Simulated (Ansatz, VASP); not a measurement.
# In2S in two plane-wave programs, part 2 of 3

One calculation is typed for both programs; each brings its own data sets. How far apart do they land? The cell is generated by rule, not measured, and may not be a known phase. The cell is taken from a series of runs on this material, whose earlier steps may have relaxed, scaled, displaced or heated it; both programs get it as it stands.

VASP 6.6.1 and Ansatz 0.2.0.

So far: Starting point; Ansatz: zone-centre phonons, PBEsol.

### 3. VASP: zone-centre phonons, PBEsol

Level of this step: PBEsol; plane waves and PAW (S, In_d); invented cell (VASP).

The same cell, functional, mesh and smearing now go to VASP, with its own data sets.

Lines of VASP's logs that name or quote its potential files are left out, and so is its time.

File INCAR:

```
SYSTEM = In2S
PREC = Accurate
ENCUT = 500
EDIFF = 1E-08
NELM = 120
ISMEAR = 1
SIGMA = 0.15
LREAL = .FALSE.
ALGO = Normal
GGA = PS
NBANDS = 39
LORBIT = 11
LWAVE = .FALSE.
LCHARG = .FALSE.
ISIF = 2
IBRION = 8
LASPH = .TRUE.
GGA_COMPAT = .FALSE.
KPAR = 2
```

File POSCAR:

```
In2S
1.0
    3.0313806205     -2.8515584635      0.0014074119
    3.0313806205      2.8515584635      0.0014074119
   -2.7742015305      0.0000000000      8.1887906362
S In
2 4
Direct
    0.1651892081      0.1651892081      0.3558506636
    0.8348107919      0.8348107919      0.6441493364
    0.2839204469      0.2839204469      0.6744189498
    0.2682426818      0.2682426818      0.0585442600
    0.7160795531      0.7160795531      0.3255810502
    0.7317573182      0.7317573182      0.9414557400
```

File KPOINTS:

```
Automatic mesh
0
Gamma
8 8 4
0 0 0
```

Potentials, in the order of the species: S and In_d (PBE family, release 64).

Run with:

```
$ mpirun -np 2 vasp_std
```

Log:

```text
[banner, memory and clock lines left out]
running    2 mpi-ranks, on    1 nodes
 distrk:  each k-point on    1 cores,    2 groups
 distr:  one band on    1 cores,    1 groups

 POSCAR found type information on POSCAR S In
 POSCAR found :  2 types and       6 ions
|                                                                             |
|               ----> ADVICE to this user running VASP <----                  |
|                                                                             |
|     You enforced a specific xc type in the INCAR file but a different       |
|     [... a line on the potential file left out ...]
|     I HOPE YOU KNOW WHAT YOU ARE DOING!                                     |
|                                                                             |

 LDA part: xc-table for (Slater+PW92), standard interpolation
 POSCAR, INCAR and KPOINTS ok, starting setup
 FFT: planning ... GRIDC
 FFT: planning ... GRID_SOFT
 FFT: planning ... GRID
 WAVECAR not read
 entering main loop
       N       E                     dE             d eps       ncg     rms          rms(c)
DAV:   1     0.655020097429E+03    0.65502E+03   -0.29384E+04  6091   0.207E+03
DAV:   2     0.654459504765E+02   -0.58957E+03   -0.57436E+03  6098   0.516E+02
DAV:   3    -0.180598554552E+02   -0.83506E+02   -0.80524E+02  7521   0.204E+02
DAV:   4    -0.229363050270E+02   -0.48764E+01   -0.48273E+01  7311   0.494E+01
DAV:   5    -0.231298504085E+02   -0.19355E+00   -0.19344E+00  8137   0.890E+00    0.105E+01
DAV:   6    -0.224205542485E+02    0.70930E+00   -0.13882E+00  8850   0.158E+01    0.653E+00
DAV:   7    -0.224024792042E+02    0.18075E-01   -0.78634E-01  9305   0.780E+00    0.165E+00
DAV:   8    -0.223980977349E+02    0.43815E-02   -0.11235E-01  9006   0.506E+00    0.113E+00
DAV:   9    -0.223973890283E+02    0.70871E-03   -0.15529E-02  7313   0.116E+00    0.310E-01
DAV:  10    -0.223973461948E+02    0.42833E-04   -0.12446E-03  9562   0.291E-01    0.166E-01
DAV:  11    -0.223973829200E+02   -0.36725E-04   -0.27173E-04  8818   0.250E-01    0.419E-02
DAV:  12    -0.223973775589E+02    0.53610E-05   -0.53472E-05  8904   0.146E-01    0.224E-02
DAV:  13    -0.223973766839E+02    0.87499E-06   -0.87904E-06  9360   0.242E-02    0.128E-02
DAV:  14    -0.223973769308E+02   -0.24685E-06   -0.77096E-07  8762   0.104E-02    0.314E-03
DAV:  15    -0.223973770034E+02   -0.72637E-07   -0.14606E-07  7704   0.398E-03    0.122E-03
DAV:  16    -0.223973770405E+02   -0.37098E-07   -0.94268E-09  4707   0.673E-04    0.401E-04
DAV:  17    -0.223973770502E+02   -0.97198E-08   -0.45716E-09  4575   0.558E-04
   1 F= -.22397377E+02 E0= -.22396019E+02  d E =-.407288E-02
 Linear response reoptimize wavefunctions to high precision
DAV:   1    -0.223973770465E+02    0.36935E-08   -0.16319E-09  4568   0.608E-04
DAV:   2    -0.223973770466E+02   -0.10095E-09   -0.85422E-10  4428   0.233E-04
DAV:   3    -0.223973770466E+02    0.00000E+00   -0.36664E-10  4365   0.201E-04
 Linear response DOF=           9
 Linear response progress:
  Degree of freedom:   1/  9
       N       E                     dE             d eps       ncg     rms          rms(c)
RMM:   1    -0.111418293079E+00   -0.11142E+00    0.40247E-02 12329   0.134E+00
RMM:   2    -0.107220151874E+00    0.41981E-02   -0.43310E-03  9193   0.439E-01    0.160E-01
RMM:   3    -0.107799132902E+00   -0.57898E-03   -0.11230E-03 10875   0.182E-01    0.528E-02
RMM:   4    -0.108086564011E+00   -0.28743E-03   -0.21533E-04 10452   0.682E-02    0.190E-02
RMM:   5    -0.108179475513E+00   -0.92912E-04   -0.31739E-05 11216   0.262E-02    0.105E-02
RMM:   6    -0.108182809319E+00   -0.33338E-05   -0.32183E-06 11233   0.730E-03    0.336E-03
RMM:   7    -0.108188646423E+00   -0.58371E-05   -0.44937E-07 11355   0.277E-03    0.167E-03
RMM:   8    -0.108191464817E+00   -0.28184E-05    0.74450E-08 11475   0.125E-03    0.839E-04
RMM:   9    -0.108191849560E+00   -0.38474E-06    0.11701E-06 11365   0.457E-04    0.238E-04
RMM:  10    -0.108191816104E+00    0.33456E-07   -0.85465E-08 12794   0.224E-04    0.805E-05
RMM:  11    -0.108191829507E+00   -0.13402E-07    0.19522E-08 11179   0.124E-04    0.411E-05
RMM:  12    -0.108191776165E+00    0.53342E-07    0.10308E-07 11654   0.851E-05    0.382E-05
RMM:  13    -0.108191772568E+00    0.35973E-08    0.87446E-09 10770   0.731E-05    0.419E-05
 first order change of Fermi-energy  -0.21194E+00
 force on displaced ion       1 direction 1 :  -3.237   0.000   0.480
 Linear response progress:
  Degree of freedom:   2/  9
       N       E                     dE             d eps       ncg     rms          rms(c)
RMM:   1    -0.112247017807E+00   -0.11225E+00    0.30915E-02 21413   0.121E+00
RMM:   2    -0.107912819646E+00    0.43342E-02   -0.39662E-03 15569   0.341E-01    0.125E-01
RMM:   3    -0.108322807611E+00   -0.40999E-03   -0.88289E-04 18340   0.153E-01    0.373E-02
[...]
RMM:  11    -0.121775649614E+00    0.17910E-06   -0.76069E-08 12274   0.176E-04    0.102E-04
RMM:  12    -0.121775667616E+00   -0.18002E-07   -0.18793E-07 11227   0.105E-04    0.633E-05
RMM:  13    -0.121775650239E+00    0.17378E-07    0.10228E-07 12622   0.780E-05    0.305E-05
RMM:  14    -0.121775637024E+00    0.13215E-07   -0.39293E-08 11663   0.670E-05    0.411E-05
RMM:  15    -0.121775634316E+00    0.27075E-08    0.15377E-08 10955   0.628E-05    0.148E-05
[...]
RMM:  10    -0.236066427922E+00    0.25876E-06   -0.18906E-07 19631   0.481E-04    0.142E-04
RMM:  11    -0.236066501463E+00   -0.73542E-07    0.46651E-09 19443   0.283E-04    0.778E-05
RMM:  12    -0.236066528685E+00   -0.27222E-07   -0.24614E-08 21652   0.177E-04    0.124E-04
RMM:  13    -0.236066486481E+00    0.42204E-07   -0.15356E-08 19498   0.124E-04    0.648E-05
RMM:  14    -0.236066490611E+00   -0.41299E-08   -0.93123E-09 20197   0.966E-05    0.522E-05
 first order change of Fermi-energy  -0.43195E-04
 force on displaced ion       3 direction 2 :   0.000  -0.557  -0.000
 Linear response progress:
  Degree of freedom:   6/  9
       N       E                     dE             d eps       ncg     rms          rms(c)
RMM:   1    -0.244376166364E+00   -0.24438E+00   -0.10727E-01  8620   0.359E+00
RMM:   2    -0.245792304612E+00   -0.14161E-02   -0.21579E-02  9674   0.964E-01    0.156E-01
RMM:   3    -0.245832080943E+00   -0.39776E-04   -0.29596E-03 10840   0.329E-01    0.684E-02
RMM:   4    -0.245673607631E+00    0.15847E-03   -0.33079E-04 11007   0.113E-01    0.430E-02
RMM:   5    -0.245653666210E+00    0.19941E-04   -0.48012E-05 10853   0.441E-02    0.141E-02
RMM:   6    -0.245664851211E+00   -0.11185E-04   -0.90746E-06 11262   0.193E-02    0.480E-03
RMM:   7    -0.245680599675E+00   -0.15748E-04   -0.19044E-06 10824   0.710E-03    0.242E-03
RMM:   8    -0.245687426624E+00   -0.68269E-05   -0.60064E-07 11438   0.318E-03    0.105E-03
RMM:   9    -0.245687049994E+00    0.37663E-06    0.78468E-08 10578   0.144E-03    0.519E-04
RMM:  10    -0.245686631828E+00    0.41817E-06    0.13218E-07 11974   0.758E-04    0.172E-04
RMM:  11    -0.245686426918E+00    0.20491E-06    0.51828E-08 11121   0.417E-04    0.183E-04
RMM:  12    -0.245686061330E+00    0.36559E-06    0.48718E-08 11203   0.266E-04    0.175E-04
RMM:  13    -0.245686322888E+00   -0.26156E-06    0.15358E-08 10286   0.199E-04    0.176E-04
 first order change of Fermi-energy  -0.31750E+00
 force on displaced ion       3 direction 3 :  -1.537   0.000  -6.184
 Linear response progress:
  Degree of freedom:   7/  9
       N       E                     dE             d eps       ncg     rms          rms(c)
RMM:   1    -0.233789866134E+00   -0.23379E+00   -0.13142E-01  8628   0.332E+00
RMM:   2    -0.236693876083E+00   -0.29040E-02   -0.20951E-02  9706   0.806E-01    0.873E-02
RMM:   3    -0.236779362045E+00   -0.85486E-04   -0.23530E-03 10593   0.279E-01    0.338E-02
RMM:   4    -0.236697958972E+00    0.81403E-04   -0.22972E-04 10920   0.924E-02    0.258E-02
RMM:   5    -0.236715003548E+00   -0.17045E-04   -0.30827E-05 10984   0.353E-02    0.960E-03
RMM:   6    -0.236713643187E+00    0.13604E-05   -0.65204E-06 11081   0.149E-02    0.213E-03
RMM:   7    -0.236706758830E+00    0.68844E-05   -0.11319E-06 10838   0.547E-03    0.136E-03
RMM:   8    -0.236702318073E+00    0.44408E-05   -0.17864E-07 11015   0.237E-03    0.631E-04
RMM:   9    -0.236704494766E+00   -0.21767E-05   -0.88907E-08  9868   0.132E-03    0.531E-04
RMM:  10    -0.236704283317E+00    0.21145E-06    0.40409E-08 11607   0.631E-04    0.512E-04
RMM:  11    -0.236704241983E+00    0.41334E-07    0.76621E-08 12351   0.330E-04    0.561E-04
 first order change of Fermi-energy  -0.24786E-01
 force on displaced ion       4 direction 1 :  -2.732   0.000  -0.934
 Linear response progress:
  Degree of freedom:   8/  9
       N       E                     dE             d eps       ncg     rms          rms(c)
RMM:   1    -0.233981930934E+00   -0.23398E+00   -0.13138E-01 14425   0.331E+00
RMM:   2    -0.237012901408E+00   -0.30310E-02   -0.20777E-02 16473   0.780E-01    0.785E-02
RMM:   3    -0.237133730438E+00   -0.12083E-03   -0.22192E-03 18119   0.268E-01    0.320E-02
RMM:   4    -0.237088163565E+00    0.45567E-04   -0.21101E-04 18444   0.880E-02    0.272E-02
RMM:   5    -0.237135848541E+00   -0.47685E-04   -0.21867E-05 18656   0.338E-02    0.949E-03
RMM:   6    -0.237145982091E+00   -0.10134E-04   -0.20493E-06 18618   0.136E-02    0.178E-03
RMM:   7    -0.237138580249E+00    0.74018E-05   -0.45836E-06 18831   0.515E-03    0.945E-04
RMM:   8    -0.237129237898E+00    0.93424E-05    0.52937E-07 18940   0.216E-03    0.657E-04
RMM:   9    -0.237134080395E+00   -0.48425E-05   -0.12466E-06 19294   0.100E-03    0.247E-04
RMM:  10    -0.237133771441E+00    0.30895E-06   -0.90765E-08 20693   0.496E-04    0.146E-04
RMM:  11    -0.237132603094E+00    0.11683E-05   -0.72350E-08 19131   0.300E-04    0.682E-05
RMM:  12    -0.237132206917E+00    0.39618E-06   -0.17215E-07 20224   0.187E-04    0.289E-05
RMM:  13    -0.237132539033E+00   -0.33212E-06   -0.54893E-08 19604   0.142E-04    0.263E-05
RMM:  14    -0.237132532229E+00    0.68041E-08   -0.34808E-08 20370   0.113E-04    0.276E-05
 first order change of Fermi-energy   0.14513E-04
 force on displaced ion       4 direction 2 :   0.000  -3.385   0.001
 Linear response progress:
  Degree of freedom:   9/  9
       N       E                     dE             d eps       ncg     rms          rms(c)
RMM:   1    -0.243525499088E+00   -0.24353E+00   -0.13147E-01  8851   0.334E+00
RMM:   2    -0.245852533706E+00   -0.23270E-02   -0.21269E-02  9721   0.863E-01    0.106E-01
RMM:   3    -0.245952600784E+00   -0.10007E-03   -0.27016E-03 10805   0.295E-01    0.442E-02
RMM:   4    -0.245842946995E+00    0.10965E-03   -0.25986E-04 10958   0.998E-02    0.293E-02
RMM:   5    -0.245837517590E+00    0.54294E-05   -0.43866E-05 10930   0.395E-02    0.899E-03
RMM:   6    -0.245832199337E+00    0.53183E-05   -0.76069E-06 11268   0.162E-02    0.393E-03
RMM:   7    -0.245832540813E+00   -0.34148E-06   -0.17263E-06 10940   0.613E-03    0.290E-03
RMM:   8    -0.245830815429E+00    0.17254E-05   -0.63194E-07 10592   0.257E-03    0.102E-03
RMM:   9    -0.245829375606E+00    0.14398E-05   -0.49121E-07 10092   0.157E-03    0.940E-04
RMM:  10    -0.245828426145E+00    0.94946E-06   -0.86622E-08 11718   0.810E-04    0.435E-04
RMM:  11    -0.245827972152E+00    0.45399E-06    0.96960E-08 10059   0.495E-04    0.159E-04
RMM:  12    -0.245828020574E+00   -0.48423E-07   -0.10236E-07 12041   0.292E-04    0.171E-04
RMM:  13    -0.245827930445E+00    0.90129E-07   -0.22089E-08 12061   0.174E-04    0.115E-04
RMM:  14    -0.245827966826E+00   -0.36381E-07    0.63373E-09 11014   0.131E-04    0.716E-05
RMM:  15    -0.245827959861E+00    0.69652E-08   -0.46744E-08 10800   0.116E-04    0.150E-05
 first order change of Fermi-energy   0.14645E+00
 force on displaced ion       4 direction 3 :  -0.936   0.000  -3.032
 Linear response finished
```

(Continued in part 3 of 3.)

[Lines on the potential files, build, host, timing and source positions are cut from VASP's logs without a mark.]

[Logs are printed without paths, hosts, clocks, repeated set-up lines and the standing remarks that a program may print on its own settings, such as how far it seeks lower states.]

[Hosts, paths, dates, database ids (printed as entryN), source tags and the programs' standing remarks are cut or masked in the printed files.]
